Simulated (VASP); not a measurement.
A convergence study with VASP on Fe (bcc): a few settings are varied, all else stays as given below, so the limit is that of these other settings. The cell's lengths are 1 % over those of the tabulated start, so it is off equilibrium.

```
Fe
1.0
   -1.44935     1.44935     1.44935
    1.44935    -1.44935     1.44935
    1.44935     1.44935    -1.44935
Fe
1
Cartesian
  0.00000   0.00000   0.00000
```
Starting moments (μB, in the order of the record's atoms Fe): 2.5.

The numbers are results of PBE GGA, VASP's PBE PAW potentials (set 64) (plane waves; VASP), not measurements. The last row used: LREAL = Auto, 600 eV cut-off, 15×15×15 Γ-centred mesh, first-order Methfessel-Paxton smearing of 0.10 eV, potentials Fe.

| setting | E (eV/atom) | pressure (GPa) | moment (μB) | plane waves |
|---|---|---|---|---|
| ENCUT = 300, LREAL = .FALSE., PREC = Normal | -8.2186 | -11.83 | 2.285 | 152 |
| ENCUT = 400, LREAL = .FALSE., PREC = Normal | [?] | [?] | 2.287 | 236 |
| ENCUT = 500, LREAL = .FALSE., PREC = Normal | -8.2108 | -11.52 | 2.287 | 321 |
| ENCUT = 600, LREAL = .FALSE., PREC = Normal | -8.2105 | -11.56 | 2.287 | 420 |
| ENCUT = 500, LREAL = .FALSE., PREC = Accurate | -8.2108 | -11.52 | 2.287 | 321 |
| ENCUT = 600, LREAL = .FALSE., PREC = Accurate | -8.2105 | -11.56 | 2.287 | 420 |
| ENCUT = 300, LREAL = Auto, PREC = Normal | -8.2184 | -11.80 | 2.285 | 152 |
| ENCUT = 400, LREAL = Auto, PREC = Normal | -8.2108 | -12.05 | 2.287 | 236 |
| ENCUT = 500, LREAL = Auto, PREC = Normal | -8.2108 | -11.61 | 2.287 | 321 |
| ENCUT = 600, LREAL = Auto, PREC = Normal | -8.2110 | -11.47 | 2.287 | 420 |
| ENCUT = 300, LREAL = Auto, PREC = Accurate | [?] | [?] | 2.285 | 152 |
| ENCUT = 400, LREAL = Auto, PREC = Accurate | -8.2111 | -11.99 | 2.287 | 236 |
| ENCUT = 500, LREAL = Auto, PREC = Accurate | -8.2110 | -11.53 | 2.287 | 321 |
| ENCUT = 600, LREAL = Auto, PREC = Accurate | -8.2109 | -11.67 | 2.287 | 420 |

Task: Some entries are withheld; supply them.

Result: 
- ENCUT = 400, LREAL = .FALSE., PREC = Normal, E (eV/atom): -8.2107
- ENCUT = 400, LREAL = .FALSE., PREC = Normal, pressure (GPa): -12.03
- ENCUT = 300, LREAL = Auto, PREC = Accurate, E (eV/atom): -8.2189
- ENCUT = 300, LREAL = Auto, PREC = Accurate, pressure (GPa): -11.85

Left out are rungs that failed or repeat a setting and relaxations that didn't move; long series are thinned to 24 rows.

The compound is Fe in the bcc structure. The cell was not relaxed at this level. The spin order is the one that the start imposed; others were not tried in this run.
